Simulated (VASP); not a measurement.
Here is the system:

```yaml
crystal:
  lattice:
    - [4.23315, 0.00000, 0.00000]
    - [0.00000, 4.23315, 0.00000]
    - [0.00000, 0.00000, 4.23315]
  atoms:
    - { symbol: K, position: [0.00000, 0.00000, 0.00000] }
```

Method: PBEsol GGA, VASP's PBE PAW potentials (set 64) (plane waves; VASP 6.6.1). Numerical set-up: 400 eV cut-off, 10×10×10 Γ-centred mesh, tetrahedra with Blöchl corrections, potentials K_sv.

Question: Tabulate the total density of states (states/eV per cell) against energy (eV; zero at the valence-band maximum or, without a gap, the Fermi level).

Answer: 
```
E (eV)  DOS (states/eV)
------  ---------------
-9.94              0.00
-9.38              0.00
-8.82              0.00
-8.27              0.00
-7.71              0.00
-7.16              0.00
-6.60              0.00
-6.04              0.00
-5.49              0.00
-4.93              0.00
-4.37              0.00
-3.82              0.00
-3.26              0.00
-2.70              0.00
-2.15              0.01
-1.59              0.31
-1.03              0.49
-0.48              0.66
0.08               0.80
0.64               1.08
1.19               1.06
1.75               1.43
2.31               1.99
2.86               2.62
3.42               1.94
```
Within 2 eV below the Fermi level the largest weight inside VASP's projection spheres is K s, then K p.

The structure was generated: K was put into the simple-cubic type (Pm-3m), which need not be its known phase. It was relaxed first, which changed the volume by -5 %.
